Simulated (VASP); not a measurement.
These are PBE GGA with D3 dispersion (Becke-Johnson damping), VASP's PBE PAW potentials (set 64) (plane waves; VASP) values and carry that method's errors. For the first row: Run with 520 eV cut-off, 13×13×13 Γ-centred mesh, first-order Methfessel-Paxton smearing of 0.10 eV, potentials Si Mo_sv.

| system | energy (eV/atom) |
|---|---|
| MoSi₂ (MoSi2 type) | -8.3323 |
| Si atom | -0.8106 |
| Mo atom | -4.6495 |

Atoms are spin-polarised in a large box without symmetry, with the spin fixed by Hund's rule, and may not be in the lowest state of each functional; no zero-point energy is added.

Q: What is the cohesive energy per atom of MoSi2?

A: The references average (2×(-0.8106) + 1×(-4.6495))/3 = -2.0902 eV, so the cohesive energy is -2.0902 − (-8.3323) = 6.242 eV/atom.
